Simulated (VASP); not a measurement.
Data:

```
MnO2
1.0
    4.33329     0.00000     0.00000
    0.00000     4.33329     0.00000
    0.00000     0.00000     2.78352
Mn O
2 4
Direct
  0.00000   0.00000   0.00000
  0.50000   0.50000   0.50000
  0.30178   0.30178   0.00000
  0.80178   0.19822   0.50000
  0.19822   0.80178   0.50000
  0.69822   0.69822   0.00000
```

Computed with LDA (Ceperley-Alder, Perdew-Zunger) with spin-orbit coupling, VASP's LDA PAW potentials (set 64) (plane waves; VASP 6.6.1). Run with 520 eV cut-off, 7×7×10 Γ-centred mesh, Gaussian smearing of 0.050 eV, potentials Mn_pv O. Starting moments (MAGMOM): 0 0 2.1 0 0 -2.1 0 0 -0.0 0 0 0.0 0 0 0.0 0 0 -0.0.

Problem. Predict the energy per atom (σ→0), band gap (over mesh and band path) with the smallest direct gap where there is one.

Solution. 
```json
{
 "band gap (over mesh and band path)": "none (metal, semimetal or under 0.01 eV)",
 "energy per atom (σ→0)": "-8.882 eV/atom"
}
```

The compound is MnO2 in the rutile structure. It was relaxed first, which changed the volume by -6 %.
